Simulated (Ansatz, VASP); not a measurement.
**Two plane-wave programs on Ca2GeF6**

```xyz
9
Lattice="0.0000 4.0122 4.0122 4.0122 0.0000 4.0122 4.0122 4.0122 0.0000" Properties=species:S:1:pos:R:3 pbc="T T T"
Ca    2.0061    2.0061    2.0061
Ca    6.0183    6.0183    6.0183
Ge    0.0000    0.0000    0.0000
F     1.9000    4.0122    4.0122
F     4.0122    1.9000    4.0122
F     6.1244    4.0122    4.0122
F     4.0122    6.1244    4.0122
F     4.0122    4.0122    1.9000
F     4.0122    4.0122    6.1244
```

Change from the starting cell: species swapped into the Cs2WBr6 type (Fm-3m, No. 225).

Alike in both runs: task relaxation of cell and atoms; functional PBE; k mesh 4 × 4 × 4; occupations gaussian, width 0.1 eV; no spin polarisation.

```csv
,VASP,Ansatz
version,VASP 6.6.1,Ansatz 0.2.0
potentials or method,"VASP PAW PBE potentials, release 64 (Ca_sv, Ge_d, F)","scalar-relativistic, plane waves, PAW"
plane-wave cutoff (eV),600,420
valence electrons in the cell,76,76
```

Ansatz gave:

```
gap on the k mesh at the Fermi level, each at its own relaxed structure (eV) : 1.86
relaxed volume (Å³/atom)                                                     : 14.24
relaxed cell length with the largest relative difference (Å)                 : 5.659
energy change over the relaxation (meV/atom)                                 : -216
```

What did VASP give for the same quantities?

gap on the k mesh at the Fermi level, each at its own relaxed structure (eV): 1.88; relaxed volume (Å³/atom): 14.20; relaxed cell length with the largest relative difference (Å): 5.654; energy change over the relaxation (meV/atom): -222.

A k mesh can miss the band edges.
